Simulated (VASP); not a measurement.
Method: PW91 GGA, VASP's PBE PAW potentials (set 64) (plane waves; VASP 6.6.1).

The input files of a VASP run:

**POSCAR**
```
Os
8.7101910
  0.1587174971  -0.2749067271   0.0000000000
  0.1587174971   0.2749067271   0.0000000000
  0.0000000000   0.0000000000   0.5000000214
Os
2
direct
  0.3333330000   0.6666670000   0.2500000000
  0.6666670000   0.3333330000   0.7500000000
```

INCAR:
```
SYSTEM = Os
PREC = Accurate
ENCUT = 520
EDIFF = 1E-7
NELM = 100
ALGO = Normal
LREAL = .FALSE.
LASPH = .TRUE.
ISMEAR = 0
SIGMA = 0.05
GGA = 91
LMAXMIX = 6
LWAVE = .FALSE.
LCHARG = .FALSE.
LORBIT = 11
ICHARG = 11
```

**KPOINTS**
```
k-points along high-symmetry lines
10
Line-mode
Reciprocal
  0.000000   0.000000   0.000000 ! GAMMA
  0.000000   0.500000   0.000000 ! M

  0.000000   0.500000   0.000000 ! M
 -0.333333   0.666667   0.000000 ! K

 -0.333333   0.666667   0.000000 ! K
  0.000000   0.000000   0.000000 ! GAMMA

  0.000000   0.000000   0.000000 ! GAMMA
  0.000000   0.000000   0.500000 ! A

  0.000000   0.000000   0.500000 ! A
  0.000000   0.500000   0.500000 ! L

  0.000000   0.500000   0.500000 ! L
 -0.333333   0.666667   0.500000 ! H

 -0.333333   0.666667   0.500000 ! H
  0.000000   0.000000   0.500000 ! A

  0.000000   0.500000   0.500000 ! L
  0.000000   0.500000   0.000000 ! M

 -0.333333   0.666667   0.500000 ! H
 -0.333333   0.666667   0.000000 ! K
```

POTCAR, in this order: Os (PBE.64 set). Program: vasp_std. Read from the step before: CHGCAR.

The resulting files:

**OSZICAR**
```
       N       E                     dE             d eps       ncg     rms          rms(c)
DAV:   1     0.108781753801E+03    0.10878E+03   -0.76879E+03  2160   0.127E+03
DAV:   2    -0.144316936426E+02   -0.12321E+03   -0.11085E+03  2316   0.401E+02
DAV:   3    -0.223101746050E+02   -0.78785E+01   -0.71976E+01  2744   0.803E+01
DAV:   4    -0.225073608021E+02   -0.19719E+00   -0.19645E+00  2248   0.128E+01
DAV:   5    -0.225098960996E+02   -0.25353E-02   -0.25348E-02  2524   0.124E+00
DAV:   6    -0.225099695858E+02   -0.73486E-04   -0.73486E-04  2512   0.172E-01
DAV:   7    -0.225099714974E+02   -0.19116E-05   -0.19118E-05  2572   0.226E-02
DAV:   8    -0.225099715803E+02   -0.82946E-07   -0.82878E-07  2128   0.377E-03
   1 F= -.22509972E+02 E0= -.22509277E+02  d E =-.138838E-02
```

### OUTCAR
```
 val. band max:        9.1746720318   @ k =  -0.3333   0.6667   0.2778

 cond. band min:       9.1904363667   @ k =  -0.0000   0.0000   0.0000



 k-point     1 :       0.0000    0.0000    0.0000
  band No.  band energies     occupation
      1      -1.5709      2.00000
      2       1.5438      2.00000
      3       6.1087      2.00000
      4       6.1088      2.00000
      5       6.3863      2.00000
      6       6.9179      2.00000
      7       6.9179      2.00000
      8       7.5128      2.00000
      9       7.5128      2.00000
     10       9.1904      0.91183
     11      10.6625      0.00000
     12      10.6625      0.00000

 k-point     2 :       0.0000    0.0556    0.0000
  band No.  band energies     occupation
      1      -1.4496      2.00000
      2       1.6515      2.00000
      3       5.8398      2.00000
      4       6.2146      2.00000
      5       6.6231      2.00000
      6       6.8465      2.00000
      7       7.0165      2.00000
      8       7.3733      2.00000
      9       7.4270      2.00000
     10       8.5696      2.00000
     11      10.7223      0.00000
     12      11.4588      0.00000

 k-point     3 :       0.0000    0.1111    0.0000
  band No.  band energies     occupation
      1      -1.0955      2.00000
      2       1.9532      2.00000
      3       5.4353      2.00000
      4       6.5281      2.00000
      5       6.6275      2.00000
      6       6.8178      2.00000
      7       7.0024      2.00000
      8       7.1992      2.00000
      9       7.3076      2.00000
     10       7.9114      2.00000
     11      10.8744      0.00000
     12      12.7867      0.00000

 k-point     4 :       0.0000    0.1667    0.0000
  band No.  band energies     occupation
      1      -0.5396      2.00000
      2       2.3703      2.00000
      3       5.0498      2.00000
      4       5.9396      2.00000
      5       6.3737      2.00000
      6       6.8912      2.00000
      7       7.0362      2.00000
...
```

The density is held fixed in this step, so its total energy and stress have no physical meaning. Unless said otherwise, spin-orbit coupling is left out, though it shifts the bands of the heavy elements here.

The compound is Os in the hcp structure. It was relaxed first.
